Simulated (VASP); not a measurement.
These are PBEsol GGA, VASP's PBE PAW potentials (set 64) (plane waves; VASP) values and carry that method's errors.

VASP input:

File KPOINTS:
```
k-points along high-symmetry lines
15
Line-mode
Reciprocal
  0.000000   0.000000   0.000000 ! GAMMA
  0.000000   0.500000   0.000000 ! X

  0.000000   0.500000   0.000000 ! X
  0.500000   0.500000   0.000000 ! M

  0.500000   0.500000   0.000000 ! M
  0.000000   0.000000   0.000000 ! GAMMA

  0.000000   0.000000   0.000000 ! GAMMA
  0.500000   0.500000   0.500000 ! R

  0.500000   0.500000   0.500000 ! R
  0.000000   0.500000   0.000000 ! X

  0.500000   0.500000   0.500000 ! R
  0.500000   0.500000   0.000000 ! M
```

File POSCAR:
```
HfB
1
    2.9655458461     0.0000000000     0.0000000000
    0.0000000000     2.9655458461     0.0000000000
    0.0000000000     0.0000000000     2.9655458461
Hf B
1 1
Direct
  0.0000000000   0.0000000000   0.0000000000
  0.5000000000   0.5000000000   0.5000000000
```

**INCAR**
```
SYSTEM = HfB
PREC = Accurate
ENCUT = 520
EDIFF = 1E-7
NELM = 100
ALGO = Normal
LREAL = .FALSE.
LASPH = .TRUE.
ISMEAR = 0
SIGMA = 0.05
GGA = PS
LMAXMIX = 6
LWAVE = .FALSE.
LCHARG = .FALSE.
LORBIT = 11
ICHARG = 11
```

POTCAR, in this order: Hf_pv B (PBE.64 set). Program: vasp_std. Read from the step before: CHGCAR.

The resulting files:

### OUTCAR
```
 ion  position               nearest neighbor table
   1  0.000  0.000  0.000-   2 2.57   2 2.57   2 2.57   2 2.57   2 2.57   2 2.57   2 2.57   2 2.57
  LATTYP: Found a simple cubic cell.
 ALAT       =     2.9655458461
 Subroutine PRICEL returns:
 Original cell was already a primitive cell.
 Subroutine GETGRP returns: Found 48 space group operations
The static configuration has the point symmetry O_h .
The dynamic configuration has the point symmetry O_h .
 Subroutine INISYM returns: Found 48 space group operations
   k-points           NKPTS =     90   k-points in BZ     NKDIM =     90   number of bands    NBANDS=     10
   number of dos      NEDOS =    301   number of ions     NIONS =      2
   total plane-waves  NPLWV =  13824
   dimension x,y,z NGX =    24 NGY =   24 NGZ =   24
   dimension x,y,z NGXF=    48 NGYF=   48 NGZF=   48
   ions per type =               1   1
   PREC   = accura    normal or accurate (medium, high low for compatibility)
   ISTART =      0    job   : 0-new  1-cont  2-samecut
   ICHARG =     11    charge: 1-file 2-atom 10-const
   ISPIN  =      1    spin polarized calculation?
   LNONCOLLINEAR =      F non collinear calculations
   LSORBIT =      F    spin-orbit coupling
   INIWAV =      1    electr: 0-lowe 1-rand  2-diag
   ENCUT  =  520.0 eV  38.22 Ry    6.18 a.u.   5.51  5.51  5.51*2*pi/ulx,y,z
   NELM   =    100;   NELMIN=  2; NELMDL= -5     # of ELM steps
   EDIFF  = 0.1E-06   stopping-criterion for ELM
   LREAL  =      F    real-space projection
   NLSPLINE    = F    spline interpolate recip. space projectors
   LMAXMIX     =    6 max onsite mixed and CHGCAR
   VOSKOWN=      0    Vosko Wilk Nusair interpolation
   EDIFFG = 0.1E-05   stopping-criterion for IOM
   NSW    =      0    number of steps for IOM
   NBLOCK =      1;   KBLOCK =      1    inner block; outer block
   IBRION =     -1    ionic relax: 0-MD 1-quasi-New 2-CG
   NFREE  =      0    steps in history (QN), initial steepest desc. (CG)
   ISIF   =      2    stress and relaxation
   ISYM   =      2    0-nonsym 1-usesym 2-fastsym
   TEIN   =    0.0    initial temperature
   TEBEG  =    0.0;   TEEND  =   0.0 temperature during run
   SMASS  =  -3.00    Nose mass-parameter (am)
...
```

### OSZICAR
```
       N       E                     dE             d eps       ncg     rms          rms(c)
DAV:   1     0.154220341317E+02    0.15422E+02   -0.70957E+03  1800   0.116E+03
DAV:   2    -0.175303593875E+02   -0.32952E+02   -0.31509E+02  2440   0.188E+02
DAV:   3    -0.184432356847E+02   -0.91288E+00   -0.89700E+00  2264   0.228E+01
DAV:   4    -0.184518557427E+02   -0.86201E-02   -0.86043E-02  2314   0.227E+00
DAV:   5    -0.184519480210E+02   -0.92278E-04   -0.92269E-04  2250   0.177E-01
DAV:   6    -0.184519494347E+02   -0.14137E-05   -0.14142E-05  2364   0.185E-02
DAV:   7    -0.184519494677E+02   -0.33040E-07   -0.32551E-07  2248   0.206E-03
   1 F= -.18451949E+02 E0= -.18450360E+02  d E =-.317828E-02
```

OUTCAR:
```
 val. band max:        5.8532740560   @ k =   0.0000   0.4643   0.0000

 cond. band min:       5.8593632645   @ k =   0.1071   0.5000   0.1071



 k-point     1 :       0.0000    0.0000    0.0000
  band No.  band energies     occupation
      1     -23.7554      2.00000
      2     -23.7554      2.00000
      3     -23.7554      2.00000
      4      -4.7538      2.00000
      5       4.2068      2.00000
      6       4.2068      2.00000
      7       8.6569      0.00000
      8       8.6569      0.00000
      9       8.6569      0.00000
     10      11.7778      0.00000

 k-point     2 :       0.0000    0.0357    0.0000
  band No.  band energies     occupation
      1     -23.7672      2.00000
      2     -23.7543      2.00000
      3     -23.7543      2.00000
      4      -4.7250      2.00000
      5       4.2049      2.00000
      6       4.2190      2.00000
      7       8.5920      0.00000
      8       8.5920      0.00000
      9       8.6329      0.00000
     10      11.8076      0.00000

 k-point     3 :       0.0000    0.0714    0.0000
  band No.  band energies     occupation
      1     -23.8017      2.00000
      2     -23.7512      2.00000
      3     -23.7512      2.00000
      4      -4.6393      2.00000
      5       4.1916      2.00000
      6       4.2552      2.00000
      7       8.4136      0.00000
      8       8.4136      0.00000
      9       8.5770      0.00000
     10      11.8452      0.00000

 k-point     4 :       0.0000    0.1071    0.0000
  band No.  band energies     occupation
      1     -23.8569      2.00000
      2     -23.7462      2.00000
      3     -23.7462      2.00000
      4      -4.4988      2.00000
      5       4.1444      2.00000
      6       4.3145      2.00000
      7       8.1577      0.00000
      8       8.1577      0.00000
      9       8.5323      0.00000
     10      11.8738      0.00000

 k-point     5 :       0.0000    0.1429    0.0000
  band No.  band energies     occupation
...
```

The density is held fixed in this step, so its total energy and stress have no physical meaning. Unless said otherwise, spin-orbit coupling is left out, though it shifts the bands of the heavy elements here.

The structure was generated: HfB was put into the CsCl type type (Pm-3m), which need not be its known phase. It was relaxed first, which changed the volume by -32 %. The electron count is odd and the run is not spin-polarised, which forces a metal.
